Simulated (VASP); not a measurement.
All values below come from optB86b-vdW, VASP's PBE PAW potentials (set 64) (plane waves; VASP).

VASP input:

**INCAR**
```
AGGAC = 0.0
ALGO = Normal
EDIFF = 1E-7
ENCUT = 520
GGA = MK
ICHARG = 11
ISMEAR = 0
ISPIN = 2
LASPH = T
LCHARG = F
LMAXMIX = 6
LORBIT = 11
LREAL = F
LUSE_VDW = T
LWAVE = F
MAGMOM = 2.9 0.3
NELM = 100
PARAM1 = 0.1234
PARAM2 = 1.0
PREC = Accurate
SIGMA = 0.05
SYSTEM = FePt
```

File KPOINTS:
```
k-points along high-symmetry lines
10
Line-mode
Reciprocal
  0.000000   0.000000   0.000000 ! GAMMA
  0.000000   0.500000   0.000000 ! X

  0.000000   0.500000   0.000000 ! X
  0.500000   0.500000   0.000000 ! M

  0.500000   0.500000   0.000000 ! M
  0.000000   0.000000   0.000000 ! GAMMA

  0.000000   0.000000   0.000000 ! GAMMA
  0.000000   0.000000   0.500000 ! Z

  0.000000   0.000000   0.500000 ! Z
  0.000000   0.500000   0.500000 ! R

  0.000000   0.500000   0.500000 ! R
  0.500000   0.500000   0.500000 ! A

  0.500000   0.500000   0.500000 ! A
  0.000000   0.000000   0.500000 ! Z

  0.000000   0.500000   0.000000 ! X
  0.000000   0.500000   0.500000 ! R

  0.500000   0.500000   0.000000 ! M
  0.500000   0.500000   0.500000 ! A
```

POSCAR:
```
FePt
1
    2.7080376885    -0.0000000000    -0.0000000000
    0.0000000000     2.7080376885    -0.0000000000
   -0.0000000000     0.0000000000     3.7381564837
Fe Pt
1 1
Direct
  0.0000000000   0.0000000000   0.0000000000
  0.5000000000   0.5000000000   0.5000000000
```

POTCAR, in this order: Fe Pt (PBE.64 set). Program: vasp_std. Read from the step before: CHGCAR.

Output

File OSZICAR:
```
       N       E                     dE             d eps       ncg     rms          rms(c)
DAV:   1     0.978644301164E+02    0.97864E+02   -0.89264E+03  5552   0.135E+03
DAV:   2    -0.604808049220E+01   -0.10391E+03   -0.92836E+02  5561   0.256E+02
DAV:   3    -0.920241752321E+01   -0.31543E+01   -0.30864E+01  6674   0.541E+01
DAV:   4    -0.923586407785E+01   -0.33447E-01   -0.33431E-01  6568   0.477E+00
DAV:   5    -0.923683356934E+01   -0.96949E-03   -0.96947E-03  7051   0.886E-01
DAV:   6    -0.923688006409E+01   -0.46495E-04   -0.46494E-04  7224   0.154E-01
DAV:   7    -0.923688170419E+01   -0.16401E-05   -0.16410E-05  7253   0.281E-02
DAV:   8    -0.923688179157E+01   -0.87377E-07   -0.87113E-07  5909   0.504E-03
   1 F= -.92368818E+01 E0= -.92357813E+01  d E =-.220091E-02  mag=     3.1931
```

File OUTCAR:
```



 magnetization (x)

# of ion       s       p       d       tot
------------------------------------------
    1        0.010   0.005   2.895   2.911
    2       -0.016  -0.041   0.437   0.381
--------------------------------------------------
tot         -0.006  -0.035   3.333   3.292
```
(Selected blocks of OUTCAR.)

### OUTCAR
```
 val. band max:        8.9511325531   @ k =   0.0000   0.5000   0.0556

 cond. band min:       8.9565602253   @ k =   0.0000   0.5000   0.0000



 spin component 1

 k-point     1 :       0.0000    0.0000    0.0000
  band No.  band energies     occupation
      1      -0.9552      1.00000
      2       2.3117      1.00000
      3       2.4601      1.00000
      4       5.2908      1.00000
      5       5.2908      1.00000
      6       5.7770      1.00000
      7       6.6954      1.00000
      8       6.8086      1.00000
      9       8.2062      1.00000
     10       8.3467      1.00000
     11       8.3467      1.00000
     12      10.8471      0.00000
     13      18.3414      0.00000
     14      20.5371      0.00000
     15      20.5371      0.00000

 k-point     2 :       0.0000    0.0556    0.0000
  band No.  band energies     occupation
      1      -0.8729      1.00000
      2       2.3591      1.00000
      3       2.5136      1.00000
      4       5.2548      1.00000
      5       5.3141      1.00000
      6       5.7998      1.00000
      7       6.6748      1.00000
      8       6.8077      1.00000
      9       8.0576      1.00000
     10       8.1310      1.00000
     11       8.3255      1.00000
     12      11.2135      0.00000
     13      18.2832      0.00000
     14      20.0963      0.00000
     15      20.6898      0.00000

 k-point     3 :       0.0000    0.1111    0.0000
  band No.  band energies     occupation
      1      -0.6319      1.00000
      2       2.4760      1.00000
      3       2.6927      1.00000
      4       5.1487      1.00000
      5       5.3835      1.00000
      6       5.8593      1.00000
      7       6.6159      1.00000
      8       6.8135      1.00000
      9       7.4705      1.00000
     10       7.9224      1.00000
     11       8.2627      1.00000
     12      12.0355      0.00000
     13      17.9775      0.00000
     14      19.2134      0.00000
...
```

The density is held fixed in this step, so its total energy and stress have no physical meaning. Unless said otherwise, spin-orbit coupling is left out, though it shifts the bands of the heavy elements here.

The compound is FePt in the L1_0 structure. It was relaxed first.
